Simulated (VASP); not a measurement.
The input files of a VASP run:

File POSCAR:
```
C
1
    1.7835000000     0.0000000000     1.7835000000
    0.0000000000     1.7835000000     1.7835000000
    1.7835000000     1.7835000000     0.0000000000
C
2
Direct
  0.0000000000   0.0000000000   0.0000000000
  0.2500000000   0.2500000000   0.2500000000
```

KPOINTS:
```
Automatic mesh
0
Gamma
10 10 10
0 0 0
```

**INCAR**
```
SYSTEM = C
PREC = Accurate
ENCUT = 520
EDIFF = 1E-6
NELM = 100
ALGO = Normal
LREAL = .FALSE.
LASPH = .TRUE.
ISMEAR = 0
SIGMA = 0.05
GGA = PE
LWAVE = .FALSE.
LCHARG = .FALSE.
ISIF = 2
```

POTCAR, in this order: C (PBE.64 set). Program: vasp_std.

Output

**standard output**
```
 -----------------------------------------------------------------------------
|                                                                             |
|     EEEEEEE  RRRRRR   RRRRRR   OOOOOOO  RRRRRR      ###     ###     ###     |
|     E        R     R  R     R  O     O  R     R     ###     ###     ###     |
|     E        R     R  R     R  O     O  R     R     ###     ###     ###     |
|     EEEEE    RRRRRR   RRRRRR   O     O  RRRRRR       #       #       #      |
|     E        R   R    R   R    O     O  R   R                               |
|     E        R    R   R    R   O     O  R    R      ###     ###     ###     |
|     EEEEEEE  R     R  R     R  OOOOOOO  R     R     ###     ###     ###     |
|                                                                             |
|     ERROR: the triple product of the basis vectors is negative exchange     |
|     two basis vectors                                                       |
|                                                                             |
|       ---->  I REFUSE TO CONTINUE WITH THIS SICK JOB ... BYE!!! <----       |
|                                                                             |
 -----------------------------------------------------------------------------
```

Problem. Read the log: what went wrong, and how is it fixed?

Solution. The cause: the lattice vectors form a left-handed set. VASP stops with an error: ERROR: the triple product of the basis vectors is negative exchange two basis vectors ----> I REFUSE TO CONTINUE WITH THIS SICK JOB ... BYE!!! <---- To mend it, correct POSCAR.
File POSCAR:
```
C
1
    0.0000000000     1.7835000000     1.7835000000
    1.7835000000     0.0000000000     1.7835000000
    1.7835000000     1.7835000000     0.0000000000
C
2
Direct
  0.0000000000   0.0000000000   0.0000000000
  0.2500000000   0.2500000000   0.2500000000
```
The mended run (PBE GGA, plane waves, VASP's PBE PAW potentials (set 64)) converges, and its OSZICAR ends with
```
   1 F= -.18185200E+02 E0= -.18185200E+02  d E =-.418666E-23
```

The compound is C in the diamond structure. The cell was not relaxed at this level.
